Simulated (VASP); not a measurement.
A run of VASP 6.6.1 is set up as follows.

INCAR

```
SYSTEM = Ti
ALGO = Fast
EDIFF = 1E-6
ENCUT = 520
ISIF = 2
ISMEAR = -1
LASPH = .TRUE.
LCHARG = .FALSE.
LREAL = .FALSE.
LWAVE = .FALSE.
NBANDS = 12
NELM = 80
PREC = Accurate
SIGMA = 0.1
```

The input KPOINTS:

```
k-points
0
G
  14 14 14
  0 0 0
```

File POSCAR:

```
Ti
1.0
   -1.6514580000      1.6514580000      1.6514580000
    1.6514580000     -1.6514580000      1.6514580000
    1.6514580000      1.6514580000     -1.6514580000
Ti
1
Direct
    0.0000000000      0.0000000000      0.0000000000
```

Potentials or basis: VASP PAW LDA potentials, release 64 (Ti_sv).

Command:

```bash
$ cat potpaw_LDA.64/Ti_sv/POTCAR > POTCAR
$ mpirun -np 1 vasp_std > vasp.out
```

(1) Estimate the band gap on the k mesh.

(2) Estimate the pressure.

Results:

(1) none (metal or under the smearing width).

(2) -12.7 GPa.
